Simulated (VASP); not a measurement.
```
TlCl
1.0
    3.89326     0.00000     0.00000
    0.00000     3.89326     0.00000
    0.00000     0.00000     3.89326
Tl Cl
1 1
Direct
  0.00000   0.00000   0.00000
  0.50000   0.50000   0.50000
```

The numbers are results of PBE GGA, VASP's PBE PAW potentials (set 64) (plane waves; VASP), not measurements. Numerical set-up: 400 eV cut-off, Gaussian smearing of 0.050 eV, potentials Tl_d Cl.

Unless said otherwise, spin-orbit coupling is left out, though it shifts the bands of the heavy elements here.

Give the energies of bands 7 to 13 at the high-symmetry points, in eV from the valence-band maximum.

```
band      Γ      X      M      R
----  -----  -----  -----  -----
7     -4.45  -5.17  -3.30  -2.21
8     -1.32  -0.93  -2.67  -1.79
9     -1.32  -0.93  -2.67  -1.79
10    -1.32   0.00  -0.88  -1.79
11     7.65   2.19   4.85   2.71
12     7.65   6.56   4.85   2.71
13     7.65   6.56   8.28   2.71
```

The gap is direct, 2.19 eV, from the valence maximum at X to the conduction minimum at X.

The compound is TlCl in the CsCl type structure. It was relaxed first.
